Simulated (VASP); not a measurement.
Data:

```xyz
3
Lattice="1.4760 0.8522 4.6934 -1.4760 0.8522 4.6934 0.0000 -1.7043 4.6934" Properties=species:S:1:pos:R:3 pbc="T T T"
Ir     0.0000     0.0000     0.0418
O      0.0000     0.0000    10.5631
O      0.0000     0.0000     8.1684
```

Method: PBEsol GGA, VASP's PBE PAW potentials (set 64) (plane waves; VASP). Run with 520 eV cut-off, 14×14×14 Γ-centred mesh, tetrahedra with Blöchl corrections, potentials Ir O.

Task: The job: IrO2 (relaxed from the 3R-MoS2 structure, space group R3m), 3 atoms, PBEsol, static run, 520 eV, 14×14×14 Γ-centred mesh. Roughly how much core time does it take on a busy server core?

Result: About 4 core-minutes (one run on a shared machine, a rough figure). It had 288 irreducible k-points, 14 bands, up to 978 plane waves and 19 electronic steps.

The structure was generated: IrO2 was put into the 3R-MoS2 type (R3m), which need not be its known phase. It was relaxed first, which changed the volume by +13 %.
